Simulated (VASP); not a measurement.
Energy against volume of HfN (rock salt). Level of theory: optB88-vdW, VASP's PBE PAW potentials (set 64) (plane waves; VASP). Run with 520 eV cut-off, 14×14×14 Γ-centred mesh, first-order Methfessel-Paxton smearing of 0.10 eV, potentials Hf_pv N.

| V (Å³/atom) | E (eV/atom) |
|---|---|
| 10.947 | -8.96901 |
| 11.296 | -8.99991 |
| 11.646 | -9.00963 |
| 11.995 | -9.00131 |

Problem. Fit these four points and predict the energy of the run at 12.344 Å³/atom.

Solution. A cubic in V^(−2/3), the third-order Birch-Murnaghan form, passes through the four points with V0 = 11.65 Å³/atom and B0 = 274 GPa, and gives -8.9777 eV/atom there. The run gave -8.9776 eV/atom, +0.0 meV/atom from the fit; all five points give B0 = 275 GPa.

The compound is HfN in the rock salt structure. It was relaxed first.
